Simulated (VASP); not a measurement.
These are PBEsol GGA, VASP's PBE PAW potentials (set 64) (plane waves; VASP) values and carry that method's errors.

VASP ran on this input.

### POSCAR
```
Na
1
   -2.0854684893     2.0854684893     2.0854684893
    2.0854684893    -2.0854684893     2.0854684893
    2.0854684893     2.0854684893    -2.0854684893
Na
1
Direct
  0.0000000000   0.0000000000   0.0000000000
```

File KPOINTS:
```
Automatic mesh
0
Gamma
 14 14 14
```

### INCAR
```
# general
SYSTEM = Na
PREC   = Accurate
ENCUT  = 520
LREAL  = .FALSE.
LASPH  = .TRUE.

# electronic loop
EDIFF  = 1E-7
NELM   = 100
ALGO   = Normal

# smearing
ISMEAR = -5

# functional
GGA    = PS

# ions
ISIF   = 2

# output
LWAVE  = .FALSE.
LCHARG = .TRUE.
LORBIT = 11
NEDOS  = 601
```

POTCAR, in this order: Na_pv (PBE.64 set). Program: vasp_std.

The resulting files:

### OUTCAR
```
 ion  position               nearest neighbor table
   1  0.000  0.000  0.000-
  LATTYP: Found a body centered cubic cell.
 ALAT       =     4.1709369786
 Subroutine PRICEL returns:
 Original cell was already a primitive cell.
 Subroutine GETGRP returns: Found 48 space group operations
The static configuration has the point symmetry O_h .
The dynamic configuration has the point symmetry O_h .
 Subroutine INISYM returns: Found 48 space group operations
 Subroutine IBZKPT returns following result:
 Found    104 irreducible k-points:

 Following reciprocal coordinates:
            Coordinates               Weight
  0.000000  0.000000  0.000000      1.000000
  0.071429  0.000000  0.000000     12.000000
  0.142857  0.000000  0.000000     12.000000
  0.214286  0.000000  0.000000     12.000000
  0.285714  0.000000  0.000000     12.000000
  0.357143  0.000000  0.000000     12.000000
  0.428571  0.000000  0.000000     12.000000
  0.500000  0.000000  0.000000      6.000000
  0.071429  0.071429  0.000000     24.000000
  0.142857  0.071429  0.000000     48.000000
  0.214286  0.071429  0.000000     48.000000
  0.285714  0.071429  0.000000     48.000000
  0.357143  0.071429  0.000000     48.000000
  0.428571  0.071429  0.000000     48.000000
  0.142857  0.142857  0.000000     24.000000
  0.214286  0.142857  0.000000     48.000000
  0.285714  0.142857  0.000000     48.000000
  0.357143  0.142857 -0.000000     48.000000
  0.428571  0.142857  0.000000     24.000000
  0.214286  0.214286  0.000000     24.000000
  0.285714  0.214286  0.000000     48.000000
  0.357143  0.214286  0.000000     48.000000
  0.285714  0.285714  0.000000     24.000000
  0.357143  0.285714  0.000000     24.000000
  0.071429  0.071429  0.071429      8.000000
  0.142857  0.071429  0.071429     24.000000
  0.214286  0.071429  0.071429     24.000000
  0.285714  0.071429  0.071429     24.000000
  0.357143  0.071429  0.071429     24.000000
  0.428571  0.071429  0.071429     12.000000
 -0.071429  0.071429  0.071429      6.000000
  0.142857  0.142857  0.071429     24.000000
  0.214286  0.142857  0.071429     48.000000
  0.285714  0.142857  0.071429     48.000000
  0.357143  0.142857  0.071429     48.000000
 -0.142857  0.142857  0.071429     24.000000
  0.214286  0.214286  0.071429     24.000000
  0.285714  0.214286  0.071429     48.000000
  0.357143  0.214286  0.071429     24.000000
 -0.214286  0.214286  0.071429     24.000000
   k-points           NKPTS =    104   k-points in BZ     NKDIM =    104   number of bands    NBANDS=      7
   number of dos      NEDOS =    601   number of ions     NIONS =      1
   total plane-waves  NPLWV =  21952
   dimension x,y,z NGX =    28 NGY =   28 NGZ =   28
   dimension x,y,z NGXF=    56 NGYF=   56 NGZF=   56
   ions per type =               1
   PREC   = accura    normal or accurate (medium, high low for compatibility)
   ISTART =      0    job   : 0-new  1-cont  2-samecut
   ICHARG =      2    charge: 1-file 2-atom 10-const
   ISPIN  =      1    spin polarized calculation?
   LNONCOLLINEAR =      F non collinear calculations
   LSORBIT =      F    spin-orbit coupling
   INIWAV =      1    electr: 0-lowe 1-rand  2-diag
   ENCUT  =  520.0 eV  38.22 Ry    6.18 a.u.   6.72  6.72  6.72*2*pi/ulx,y,z
   NELM   =    100;   NELMIN=  2; NELMDL= -5     # of ELM steps
   EDIFF  = 0.1E-06   stopping-criterion for ELM
   LREAL  =      F    real-space projection
   NLSPLINE    = F    spline interpolate recip. space projectors
   LMAXMIX     =    2 max onsite mixed and CHGCAR
   VOSKOWN=      0    Vosko Wilk Nusair interpolation
...
```

File OSZICAR:
```
       N       E                     dE             d eps       ncg     rms          rms(c)
DAV:   1     0.203626512995E+02    0.20363E+02   -0.39246E+03  1456   0.836E+02
DAV:   2    -0.969278741522E+00   -0.21332E+02   -0.21324E+02  1505   0.140E+02
DAV:   3    -0.139787421875E+01   -0.42860E+00   -0.42860E+00  1883   0.286E+01
DAV:   4    -0.140152716007E+01   -0.36529E-02   -0.36530E-02  1757   0.236E+00
DAV:   5    -0.140157359886E+01   -0.46439E-04   -0.46440E-04  1911   0.231E-01    0.238E-01
DAV:   6    -0.139985592930E+01    0.17177E-02   -0.31591E-03  1582   0.110E+00    0.144E-01
DAV:   7    -0.139935426642E+01    0.50166E-03   -0.28294E-03  1561   0.930E-01    0.454E-02
DAV:   8    -0.139930105607E+01    0.53210E-04   -0.20290E-04  1582   0.347E-01    0.195E-03
DAV:   9    -0.139930130086E+01   -0.24479E-06   -0.88619E-07  1785   0.138E-02    0.107E-03
DAV:  10    -0.139930132394E+01   -0.23077E-07   -0.43767E-08  1260   0.212E-03
   1 F= -.13993013E+01 E0= -.13993013E+01  d E =0.000000E+00
```

**OUTCAR**
```
------------------------ aborting loop because EDIFF is reached ----------------------------------------
  FORCE on cell =-STRESS in cart. coord.  units (eV):
  Direction    XX          YY          ZZ          XY          YZ          ZX
  --------------------------------------------------------------------------------------
  Total       -0.0004197     -0.0004197     -0.0004197     -0.0000000     -0.0000000      0.0000000
  in kB       -0.0185366     -0.0185366     -0.0185366     -0.0000000     -0.0000000      0.0000000
  external PRESSURE =      -0.0185366 kB  Pullay stress =       0.0000000 kB
  volume of cell :       36.28
      direct lattice vectors                 reciprocal lattice vectors
    -2.085468489  2.085468489  2.085468489     0.000000000  0.239754282  0.239754282
     2.085468489 -2.085468489  2.085468489     0.239754282  0.000000000  0.239754282
     2.085468489  2.085468489 -2.085468489     0.239754282  0.239754282  0.000000000
 POSITION                                       TOTAL-FORCE (eV/Angst)
 -----------------------------------------------------------------------------------
      0.00000      0.00000      0.00000        -0.000000      0.000000      0.000000
 -----------------------------------------------------------------------------------
    total drift:                               -0.000000     -0.000000     -0.000000
  FREE ENERGIE OF THE ION-ELECTRON SYSTEM (eV)
  ---------------------------------------------------
  free  energy   TOTEN  =        -1.3993013239 eV

  energy  without entropy=       -1.3993013239  energy(sigma->0) =       -1.39930132

 total charge

# of ion       s       p       d       tot
------------------------------------------
    1        0.098   5.967   0.000   6.065
```
(Selected blocks of OUTCAR.)

For a metal the tetrahedron method with Blöchl corrections gives inexact stress and forces.

The compound is Na in the bcc structure. It was relaxed first, which changed the volume by -6 %.
